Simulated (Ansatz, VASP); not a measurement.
# Ni (Ni(111)) in two plane-wave programs

Wanted: the spread between two codes on one cell, functional and k mesh. The structure shown is the start of the Ansatz relaxation below; VASP solves that cell, so the two are compared at the walk's first step.

Calculated with Ansatz 0.2.0; plane waves, with VASP 6.6.1 beside it; single point at PBE.

### 1. Set-up

The cell holds 4 atoms: 4 Ni. Its edges and angles: a = 2.489 Å, b = 2.489 Å, c = 24.097 Å, α = 90.0°, β = 90.0°, γ = 60.0°. Vacuum lies along c.

### 2. Ansatz: relaxation, PBE

Ansatz runs on its default PAW (the set named soft_2) files.

The two programs are compared at the cell with which this relaxation starts, whose forces are those of its first step.

Contents of input.yaml:

```yaml
crystal:
  lattice:
    - [2.4890158698, 0.0, 0.0]
    - [1.2445079349, 2.1555509736, 0.0]
    - [0.0, 0.0, 24.0968188426]
  atoms:
    - { symbol: Ni, position: [0.0, 0.0, 0.3734932839], spin: 0.7 }
    - { symbol: Ni, position: [0.3333333333, 0.3333333333, 0.4578310946], spin: 0.7 }
    - { symbol: Ni, position: [0.6666666667, 0.6666666667, 0.5421689054], spin: 0.7 }
    - { symbol: Ni, position: [0.0, 0.0, 0.6265067161], spin: 0.7 }
magnetization:
  spin_polarized: true
kpoints:
  mp_grid: { grid: [12, 12, 1] }
hamiltonian:
  xc: pbe
scf:
  occupations: { method: fermi_dirac, width: 0.1 }
  convergence: { dr2_threshold: 1.0e-08 }
efield:
  axis: 3
  dipole_correction: true
  ramp_position: 0.97
  ramp_width: 0.06
relax:
  f_tol: 0.02
  max_steps: 60
  constraints: [{ sites: [0, 1] }]
output:
  write_potential: true
  write_density: true
  volumetric_format: npy
```

Launch:

```bash
$ ansatz run input.yaml --threads 4 --pin off --max-ram 16384MiB --backend cpu --events-out ev --progress --plain --runs-dir out
```

Numbers of over 12 decimals in the logs are rounded to 6 here.

Output:

```text
Engine: ansatz 0.2.0, aarch64-unknown-linux-gnu
Pseudopotentials: kind: paw
Pseudopotential: Ni, paw, valence charge 18, recommended cutoff 420 eV (normal), Ni.paw.azcp
Functional definition: PBE
  parameter kappa = 0.804
  parameter beta = 0.066725
  exchange = pbe_x(kappa = kappa, mu = beta*pi^2/3)
  correlation = pbe_c(beta = beta)
Crystal: 4 atoms, lattice volume = 129.284 Å³
Basis set: ecut = 420 eV, 2439 PW (Γ), exchange–correlation on 36×36×324 points (8 copies of the dense FFT grid, shifted against one another)
Bands: 45, of which v1, the nominal top of the filled ones, is band 36 counted from 1 (35 counted from 0)
Symmetry: 6 space group operations
k-points: 19 of 144 (time reversal used)
Non-local potential: Ni, projectors of the file, l = 0: 3, l = 1: 2, l = 2: 3, l = 3: 1
PAW form: soft (Blöchl's): semilocal exchange-correlation on the pseudo side does not see the compensation charge
PAW one-centre angular grid: Ni, 590 points (default); XC on 64 Gauss nodes
Initial density: superposition of atomic densities (neutral atoms: chi_scale 0, normalization atom)
Starting moments: Σ|m| = 2.8 μB on 4 of 4 sites
Initial wavefunctions: pseudopotential atomic-orbital guess
Functional: x = pbe(κ = 0.804, μ = 0.219515), c = pbe(β = 0.066725)
SCF iter   1: F=—  HF=-23353.905145 eV  |F-HF|=—  |Δ(HF+E_count)|=         —  Δρ=2.86e-2 (↑1.12e-2 ↓2.86e-2)  dr2=2.62e0  dr2_m=2.76e-1  M=2.997 μB ∫|m|=3.146 μB  β_m=1.00  ethr=3.10e-3  p=0.000 e·Å  D=3.58e-13 V/Å  ΔV_dip=-0.00 eV  dr2_dipole=4.80e-7  V_vac-E_F(+/−)=7.25/7.25 eV  ⟨swp⟩=10.9  Hψ=8806  notcnv=0  defer=16
Mixer restart at iter 1: flushing history
efield: sawtooth ramp at fractional position 0.9700 (set: `efield.ramp_position`, or a place that a band, a saddle search or an elastic batch's reference lends), width 0.0600; the density the first Hamiltonian is built on has a dipole p = 0.000 e·Å; the dipole correction subtracts the counter field D = 3.58e-13 V/Å, which shifts the + side's vacuum level by -0.00 eV against the − side's; the planar-averaged density in the ramp window peaks in size at 7.6e-6 e/Å³
preconditioner: auto → LDOS  [metal: Δε(μ)=0.005 eV  Ē_g=7.174 eV  σ=0.100 eV  W_gap=0.01  n_scr=18 (ndim 8)  ℏωp=20.7 eV  f_vac=0.604  D(μ)=7.90/eV (n_scr^D=102)]
spin=Collinear: LDOS preconditioning applied to the charge; magnetization (m = ρ↑ − ρ↓) channel mixes plain (no charge-response kernel on spin).
SCF iter   2: F=—  HF=-23354.537091 eV  |F-HF|=—  |Δ(HF+E_count)|=   6.32e-1  Δρ=1.21e-2 (↑1.21e-2 ↓9.37e-3)  dr2=4.70e-1  dr2_m=6.08e-3  M=2.950 μB ∫|m|=3.239 μB  β_m=0.32  ethr=3.10e-3  p=-0.000 e·Å  D=-1.18e-5 V/Å  ΔV_dip=0.00 eV  dr2_dipole=1.68e-7  V_vac-E_F(+/−)=6.45/6.45 eV  ⟨swp⟩=2.3  Hψ=2954  notcnv=0  defer=39
density mixer auto → msr1: a metal under ldos (density of states about μ 3.85 of a free-electron gas's, 18 screened modes)
SCF iter   3: F=—  HF=-23355.900691 eV  |F-HF|=—  |Δ(HF+E_count)|=    1.36e0  Δρ=6.31e-3 (↑6.31e-3 ↓4.98e-3)  dr2=1.22e-1  dr2_m=5.55e-3  M=2.942 μB ∫|m|=3.263 μB  β_m=0.52  ethr=6.53e-4  p=-0.000 e·Å  D=-2.13e-7 V/Å  ΔV_dip=0.00 eV  dr2_dipole=6.03e-9  V_vac-E_F(+/−)=6.01/6.01 eV  ⟨swp⟩=3.0  Hψ=2841  notcnv=0  defer=40
SCF iter   4: F=—  HF=-23357.393574 eV  |F-HF|=—  |Δ(HF+E_count)|=         —  Δρ=6.98e-3 (↑4.12e-3 ↓6.98e-3)  dr2=1.03e-1  dr2_m=3.75e-3  M=2.826 μB ∫|m|=3.215 μB  β_m=0.52  ethr=1.70e-4  p=-0.000 e·Å  D=-2.46e-6 V/Å  ΔV_dip=0.00 eV  dr2_dipole=3.15e-9  V_vac-E_F(+/−)=5.44/5.44 eV  ⟨swp⟩=3.7  Hψ=3872  notcnv=0  defer=38
SCF iter   5: F=—  HF=-23357.642354 eV  |F-HF|=—  |Δ(HF+E_count)|=   2.49e-1  Δρ=4.88e-3 (↑1.50e-3 ↓4.88e-3)  dr2=3.19e-2  dr2_m=5.57e-3  M=2.736 μB ∫|m|=3.135 μB  β_m=0.76  ethr=1.43e-4  p=0.000 e·Å  D=1.02e-6 V/Å  ΔV_dip=-0.00 eV  dr2_dipole=4.32e-9  V_vac-E_F(+/−)=5.26/5.26 eV  ⟨swp⟩=2.4  Hψ=2763  notcnv=0  defer=40
SCF iter   6: F=—  HF=-23357.693928 eV  |F-HF|=—  |Δ(HF+E_count)|=   5.16e-2  Δρ=2.88e-3 (↑1.47e-3 ↓2.88e-3)  dr2=1.26e-2  dr2_m=1.52e-3  M=2.669 μB ∫|m|=3.070 μB  β_m=0.86  ethr=4.44e-5  p=-0.000 e·Å  D=-5.89e-6 V/Å  ΔV_dip=0.00 eV  dr2_dipole=2.14e-8  V_vac-E_F(+/−)=5.15/5.15 eV  ⟨swp⟩=2.2  Hψ=2708  notcnv=0  defer=40
SCF iter   7: F=—  HF=-23357.694448 eV  |F-HF|=—  |Δ(HF+E_count)|=   5.20e-4  Δρ=2.31e-3 (↑1.35e-3 ↓2.31e-3)  dr2=9.68e-3  dr2_m=5.46e-4  M=2.662 μB ∫|m|=3.065 μB  β_m=0.72  ethr=1.75e-5  p=0.000 e·Å  D=1.37e-5 V/Å  ΔV_dip=-0.00 eV  dr2_dipole=5.06e-8  V_vac-E_F(+/−)=5.06/5.06 eV  ⟨swp⟩=2.7  Hψ=3609  notcnv=0  defer=46
SCF iter   8: F=—  HF=-23357.693229 eV  |F-HF|=—  |Δ(HF+E_count)|=   1.22e-3  Δρ=4.06e-4 (↑1.85e-4 ↓4.06e-4)  dr2=3.64e-4  dr2_m=1.71e-5  M=2.660 μB ∫|m|=3.064 μB  β_m=0.68  ethr=1.34e-5  p=-0.000 e·Å  D=-3.62e-6 V/Å  ΔV_dip=0.00 eV  dr2_dipole=1.02e-8  V_vac-E_F(+/−)=5.09/5.09 eV  ⟨swp⟩=2.0  Hψ=2577  notcnv=0  defer=48
[...]
SCF iter   8: F=—  HF=-23357.695328 eV  |F-HF|=—  |Δ(HF+E_count)|=   1.08e-7  Δρ=1.02e-5 (↑9.82e-6 ↓1.02e-5)  dr2=4.18e-8  dr2_m=1.01e-7  M=2.661 μB ∫|m|=3.065 μB  β_m=0.69  ethr=3.59e-9  p=0.000 e·Å  D=3.80e-4 V/Å  ΔV_dip=-0.01 eV  dr2_dipole=2.27e-9  V_vac-E_F(+/−)=5.07/5.08 eV  ⟨swp⟩=2.4  Hψ=2355  notcnv=0  defer=48
SCF iter   9: F=—  HF=-23357.695329 eV  |F-HF|=—  |Δ(HF+E_count)|=   1.88e-7  Δρ=4.90e-6 (↑4.07e-6 ↓4.90e-6)  dr2=1.37e-7  dr2_m=1.16e-8  M=2.660 μB ∫|m|=3.065 μB  β_m=0.62  ethr=5.81e-11  p=0.000 e·Å  D=3.76e-4 V/Å  ΔV_dip=-0.01 eV  dr2_dipole=2.33e-9  V_vac-E_F(+/−)=5.07/5.08 eV  ⟨swp⟩=3.1  Hψ=3695  notcnv=0  defer=48
SCF iter  10: F=—  HF=-23357.695329 eV  |F-HF|=—  |Δ(HF+E_count)|=   1.76e-9  Δρ=2.50e-6 (↑2.50e-6 ↓2.27e-6)  dr2=2.53e-8  dr2_m=3.14e-9  M=2.660 μB ∫|m|=3.065 μB  β_m=0.56  ethr=5.81e-11  p=0.000 e·Å  D=3.70e-4 V/Å  ΔV_dip=-0.01 eV  dr2_dipole=7.75e-9  V_vac-E_F(+/−)=5.07/5.08 eV  ⟨swp⟩=2.3  Hψ=3262  notcnv=0  defer=48
SCF iter  11: F=—  HF=-23357.695329 eV  |F-HF|=—  |Δ(HF+E_count)|=   3.96e-9  Δρ=1.37e-6 (↑1.37e-6 ↓1.25e-6)  dr2=3.07e-9  dr2_m=1.07e-9  M=2.660 μB ∫|m|=3.065 μB  β_m=0.56  ethr=3.52e-11  p=0.000 e·Å  D=3.74e-4 V/Å  ΔV_dip=-0.01 eV  dr2_dipole=4.12e-10  V_vac-E_F(+/−)=5.07/5.08 eV  ⟨swp⟩=2.0  Hψ=2494  notcnv=0  defer=48
SCF iter  12: F=—  HF=-23357.695329 eV  |F-HF|=—  |Δ(HF+E_count)|=  3.27e-11  Δρ=9.58e-7 (↑9.58e-7 ↓4.74e-7)  dr2=1.33e-9  dr2_m=5.63e-10  M=2.660 μB ∫|m|=3.065 μB  β_m=0.78  ethr=4.27e-12  p=0.000 e·Å  D=3.75e-4 V/Å  ΔV_dip=-0.01 eV  dr2_dipole=6.93e-11  V_vac-E_F(+/−)=5.07/5.08 eV  ⟨swp⟩=2.1  Hψ=2475  notcnv=0  defer=48
SCF iter  13: F=—  HF=-23357.695329 eV  |F-HF|=—  |Δ(HF+E_count)|=   1.54e-9  Δρ=2.68e-6 (↑4.01e-7 ↓2.68e-6)  dr2=1.69e-8  dr2_m=1.71e-9  M=2.660 μB ∫|m|=3.065 μB  β_m=0.89  ethr=1.84e-12  p=0.000 e·Å  D=3.77e-4 V/Å  ΔV_dip=-0.01 eV  dr2_dipole=1.12e-11  V_vac-E_F(+/−)=5.07/5.08 eV  ⟨swp⟩=2.0  Hψ=2430  notcnv=0  defer=48
SCF iter  14: F=-23357.695329 eV  HF=-23357.695329 eV  |F-HF|=3.15e-9  |Δ(HF+E_count)|=  7.89e-10  Δρ=9.53e-7 (↑4.16e-7 ↓9.53e-7)  dr2=3.21e-9  dr2_m=1.09e-10  M=2.660 μB ∫|m|=3.065 μB  ethr=1.84e-12  p=0.000 e·Å  D=3.78e-4 V/Å  ΔV_dip=-0.01 eV  dr2_dipole=6.19e-10  V_vac-E_F(+/−)=5.07/5.08 eV  ⟨swp⟩=6.3  Hψ=10600  notcnv=0
SCF 3 converged in 14 iterations: F = -23357.695329 eV  dr2 = 3.21e-9
relax step   3: F+E_penalty+E_count = -23357.69532856 eV  Δ(F+E_penalty+E_count) = -7.170e-4 eV  max|allowed force component| = 2.492e-3 eV/Å  Δτ_max = 0.0193 Å  (14 SCF iters, accepted)
NSCF: frozen V_eff on 19 k-points
the band table was solved once a step of the walk had ended and its energy, with any forces and stress, was formed, with the checks that follow a solve (9208 applications of the Hamiltonian). They found nothing against the state; the energy, forces and stress were not computed again (output.eigenvalues in the input reference)
WARN: The output density's exchange-correlation potential varies sharply where the density is thin. Do not read a vacuum level from v_tot or v_xc, or from such a field of the output density. On a cell that repeats whose density bears no net charge and no dipole along the vacuum's axis use v_es (v_loc + v_h of the components); under efield.dipole_correction with no amplitude use v_es + v_field, which holds any externa [...]
SCF converged after 14 iterations
Magnetization: 2.6604 μB (37.3302 up, 34.6698 down)
Absolute magnetization: 3.0681 μB (∫|ρ↑−ρ↓|, with the PAW one-centre terms)
Spin contamination: 0.0397 ħ² per cell (⟨S²⟩ above its minimum at these occupations)
Per-site moments (μB) at R_I (Å): [(0.697093, 1.026719), (0.715500, 1.024444), (0.716982, 1.017614), (0.700574, 1.017614)]
Free energy (F): -23357.695329 eV
Harris-Foulkes:  -23357.695329 eV  (|F-HF|=3.15e-9)
Internal energy: -23357.459514 eV  (E = F + TS)
E sigma→0 (E₀):  -23357.577421 eV
Entropy (-TS):   -0.235815 eV (-58.954 meV/atom)
Fermi energy:    2.806611 eV
Dipole field:    D = 0.000420 V/Å  (p = 0.000300 e·Å, saw-weighted, corrected)
Work function:   Φ+ = 5.0720 eV   Φ− = 5.0821 eV
Levels:          The Fermi level and band energies are counted from a zero that moves with the ramp; work functions are not
--- Per-component energies (eV) ---
  E_band       = -2233.047890
  E_kinetic    = 1126.070206
  E_local      = -172553.846970  (includes V_loc(G=0)·N_el)
  E_nonlocal   = 2547.333296
  E_hartree    = 84594.354199
  E_xc         = -336.334423
  E_vxc        = -433.429848  (∫ρ·V_xc dr)
  E_paw        = -6522.740071  (= ΣΔE_a)
  E_vpaw       = -2107.890488  (= ΣTr[D̂ρ^β])
  E_aug_tail   = 0.002094  (compensation charges beyond the density's cutoff)
  E_efield     = 0.000000  (sawtooth field / dipole correction)
  E_vefield    = 0.000307  (∫n·V_field dr)
  E_ewald      = 67787.702154
  E_smearing   = -0.235815  (= −TS)
  E_closure    = -0.000000  (closes the sum)
  Σ components = -23357.695329   (vs F -23357.695329, Δ=0.00e0)
--- Forces (eV/Å), atoms counted from 1 ---
  atom   1  Ni    -0.00000000    -0.00000000     0.14360102
  atom   2  Ni    -0.00000000     0.00000000    -0.14452175
  atom   3  Ni     0.00000000    -0.00000000    -0.00158484
  atom   4  Ni     0.00000000     0.00000000     0.00249224
  max |Σ_I F_I| component: 1.33e-5 eV/Å
--- Band table (eV; the first three rows and the last of 38) ---
  k-point 0 ↑: bands = [... 32 lower, 1.4980, 1.6464, 1.6464, 2.0208, 2.0208, 2.1301, 2.1788, 2.1788, ... 5 higher]
  k-point 1 ↑: bands = [... 32 lower, 1.4402, 1.5080, 1.6627, 1.6938, 1.8504, 2.0182, 2.1827, 2.7997, ... 5 higher]
  k-point 2 ↑: bands = [... 32 lower, 1.2167, 1.3936, 1.5035, 1.6730, 2.0108, 2.1822, 2.1914, 3.6577, ... 5 higher]
  k-point 18 ↓: bands = [... 32 lower, 2.7441, 2.8850, 2.8850, 2.8927, 7.8453, 8.0826, 8.0958, 8.8517, ... 5 higher]
--- Relaxed structure (3 steps of the walk, 3 accepted, 0 SCFs on fresh bases) ---
  F+E_penalty+E_count = -23357.69532856 eV   max|allowed force component| = 2.492e-3 eV/Å
  atoms:
    - { symbol: Ni, position: [0.0, 0.0, 0.373493] }
    - { symbol: Ni, position: [0.333333, 0.333333, 0.4578310946] }
    - { symbol: Ni, position: [0.666667, 0.666667, 0.541888] }
    - { symbol: Ni, position: [0, 0.0, 0.625102] }
```

Reading the cycles: dr2 is the Hartree energy of the density residual (eV), the measure of convergence; HF is the Harris–Foulkes estimate of the energy, which meets the free energy F at convergence.

(Part 1 of 2 ends here.)

[Lines on the potential files, build, host, timing and source positions are cut from VASP's logs without a mark.]

[Logs are printed without paths, hosts, clocks, repeated set-up lines and the standing remarks that a program may print on its own settings, such as how far it seeks lower states.]

[Hosts, paths, dates, database ids (printed as entryN), source tags and the programs' standing remarks are cut or masked in the printed files.]
